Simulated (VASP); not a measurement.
All values below come from HSE06 screened hybrid, VASP's PBE PAW potentials (set 64) (plane waves; VASP).

A VASP calculation is set up with these files.

**KPOINTS**
```
kpoints
0
gamma
 8 8 8
0 0 0
```

**INCAR**
```
! general
SYSTEM   = AlN
PREC     = Accurate
ENCUT    = 500
LREAL    = F
LASPH    = T
ISYM     = 3

! electronic loop
EDIFF    = 1E-6
NELM     = 60
ALGO     = Normal

! smearing
ISMEAR   = 0
SIGMA    = 0.05

! functional
GGA      = PE
LHFCALC  = T
AEXX     = 0.25
HFSCREEN = 0.2
PRECFOCK = Fast

! ions
ISIF     = 2

! output
LWAVE    = F
LCHARG   = F
```

File KPOINTS_OPT:
```
k-points along high-symmetry lines
11
Line-mode
Reciprocal
  0.000000   0.000000   0.000000 ! GAMMA
 -0.500000  -0.500000   0.000000 ! X

 -0.500000  -0.500000   0.000000 ! X
 -0.375000  -0.375000   0.250000 ! U

 -0.375000   0.000000   0.375000 ! K
  0.000000   0.000000   0.000000 ! GAMMA

  0.000000   0.000000   0.000000 ! GAMMA
  0.000000   0.000000   0.500000 ! L

  0.000000   0.000000   0.500000 ! L
 -0.500000  -0.250000   0.250000 ! W

 -0.500000  -0.250000   0.250000 ! W
 -0.500000  -0.500000   0.000000 ! X
```

POSCAR:
```
AlN
4.40060
  0.0000000000   0.5000000111   0.5000000111
  0.5000000111   0.0000000000   0.5000000111
  0.5000000111   0.5000000111   0.0000000000
Al N
1 1
direct
  0.0000000000   0.0000000000   0.0000000000
  0.7500000000   0.7500000000   0.7500000000
```

POTCAR, in this order: Al N (PBE.64 set). Program: vasp_std. Read from the step before: WAVECAR.

What VASP printed:

### OSZICAR
```
       N       E                     dE             d eps       ncg     rms          rms(c)
DAV:   1    -0.174194050649E+02   -0.17419E+02   -0.56634E-01   552   0.580E+00    0.873E+00
DAV:   2    -0.174223706193E+02   -0.29656E-02   -0.79285E-03   616   0.954E-01    0.585E+00
DAV:   3    -0.174217526453E+02    0.61797E-03   -0.15920E-04   632   0.133E-01    0.348E+00
DAV:   4    -0.174215314747E+02    0.22117E-03   -0.60309E-05   576   0.708E-02    0.202E+00
DAV:   5    -0.174214573650E+02    0.74110E-04   -0.20625E-05   608   0.448E-02    0.117E+00
DAV:   6    -0.174214312649E+02    0.26100E-04   -0.68606E-06   640   0.274E-02    0.673E-01
DAV:   7    -0.174214231250E+02    0.81398E-05   -0.23051E-06   472   0.166E-02    0.389E-01
DAV:   8    -0.174214204748E+02    0.26502E-05   -0.78104E-07   232   0.983E-03    0.229E-01
DAV:   9    -0.174214198308E+02    0.64396E-06   -0.37570E-07   240   0.693E-03
   1 F= -.17421420E+02 E0= -.17421420E+02  d E =-.433872E-14
       N       E                     dE             ncg
       N       E                     dE             ncg
       N       E                     dE             ncg
```

OUTCAR:
```
------------------------ aborting loop because EDIFF is reached ----------------------------------------
  FORCE on cell =-STRESS in cart. coord.  units (eV):
  Direction    XX          YY          ZZ          XY          YZ          ZX
  --------------------------------------------------------------------------------------
  Total       -0.6868816     -0.6868816     -0.6868816      0.0000000      0.0000000     -0.0000000
  in kB      -51.6555192    -51.6555192    -51.6555192      0.0000000      0.0000000     -0.0000000
  external PRESSURE =     -51.6555192 kB  Pullay stress =       0.0000000 kB
  volume of cell :       21.30
      direct lattice vectors                 reciprocal lattice vectors
     0.000000000  2.200300049  2.200300049    -0.227241735  0.227241735  0.227241735
     2.200300049  0.000000000  2.200300049     0.227241735 -0.227241735  0.227241735
     2.200300049  2.200300049  0.000000000     0.227241735  0.227241735 -0.227241735
  FREE ENERGIE OF THE ION-ELECTRON SYSTEM (eV)
  ---------------------------------------------------
  free  energy   TOTEN  =       -17.4214198308 eV

  energy  without entropy=      -17.4214198308  energy(sigma->0) =      -17.42141983

  exchange ACFDT corr.  =         0.00000000  see jH, gK, PRB 81, 115126
```
(Selected blocks of OUTCAR.)

The structure comes from a computed database's AlN entry (F-43m); how it stands against other phases isn't given here. It was relaxed first. The cell's shape comes from a PBE relaxation.
